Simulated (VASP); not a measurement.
OSZICAR of a VASP run on Al$_{35}$N$_{36}$Si:

### OSZICAR
```
       N       E                     dE             d eps       ncg     rms          rms(c)
DAV:   1    -0.625538676765E+03   -0.62554E+03   -0.17748E+01   878   0.853E+00    0.491E+01
DAV:   2    -0.625652834173E+03   -0.11416E+00   -0.34064E-01   842   0.140E+00    0.338E+01
DAV:   3    -0.625634152766E+03    0.18681E-01   -0.87002E-03   824   0.257E-01    0.208E+01
DAV:   4    -0.625626595933E+03    0.75568E-02   -0.36462E-03   812   0.136E-01    0.124E+01
DAV:   5    -0.625624205147E+03    0.23908E-02   -0.80394E-04   812   0.625E-02    0.725E+00
DAV:   6    -0.625623376384E+03    0.82876E-03   -0.22225E-04   832   0.391E-02    0.419E+00
DAV:   7    -0.625623108648E+03    0.26774E-03   -0.93687E-05   804   0.256E-02    0.241E+00
DAV:   8    -0.625623023205E+03    0.85443E-04   -0.20602E-05   490   0.133E-02    0.142E+00
DAV:   9    -0.625622997220E+03    0.25985E-04   -0.14437E-05   436   0.113E-02    0.810E-01
DAV:  10    -0.625622991563E+03    0.56564E-05   -0.57748E-06   426   0.641E-03
   1 F= -.62562299E+03 E0= -.62562299E+03  d E =-.672208E-11  mag=     1.0000
```

Task: Which electronic solver shows in the log?

Result: It is blocked Davidson (ALGO = Normal, or the opening steps of other solvers). The INCAR had ALGO = Normal.

Task: How was spin treated?

Result: Collinear spin (ISPIN = 2): the summary line carries one mag value, 1.00 μB in the cell.

Task: Can the final energy be trusted as converged?

Result: The calculation finished and met its thresholds. It stopped with EDIFF = 1E-5, NELM = 50 (HSE06 screened hybrid, plane waves, VASP's PBE PAW potentials (set 64)).  The supercell is sampled at Γ alone, which is coarse: total energies, pressure and levels can be off, energies of defects by several tenths of an eV.

The cell is a supercell with a defect, built from AlN (wurtzite): Si_Al. The cell's shape comes from a PBE relaxation. The total moment is imposed (NUPDOWN), so this need not be the lowest spin state.
